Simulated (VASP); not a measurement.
A cell of Ge (relaxed from the omega structure, space group P6/mmm) near equilibrium:

```
CELL_PARAMETERS angstrom
      4.87826     0.00000     0.00000
     -2.43913     4.22469     0.00000
      0.00000     0.00000     2.72029
ATOMIC_POSITIONS crystal
  Ge 0.00000 0.00000 0.00000
  Ge 0.33333 0.66667 0.50000
  Ge 0.66667 0.33333 0.50000
```

Method: r2SCAN meta-GGA, VASP's PBE PAW potentials (set 64) (plane waves; VASP).

| run | ΔE (meV/atom) | σxx | σyy | σzz | largest shear component, with its sign (GPa) | largest force (eV/Å) |
|---|---|---|---|---|---|---|
| as it is | 0.0 | 0.55 | 0.55 | -0.23 | 0.00 | 0.000 |
| after one change | 9.1 | -1.88 | -4.56 | 0.06 | 0.00 | 0.027 |
Stress is in GPa, positive when the cell is compressed.

**Question.** What was changed between the two runs?
A. uniaxial strain of +1.0 % along z
B. uniaxial strain of +4.0 % along y
C. atom 3 (Ge) moved by -0.100 Å along z
D. biaxial strain of -1.0 % in the yz plane

**Answer.** B, uniaxial strain of +4.0 % along y

The structure was generated: Ge was put into the omega type (P6/mmm), which need not be its known phase.
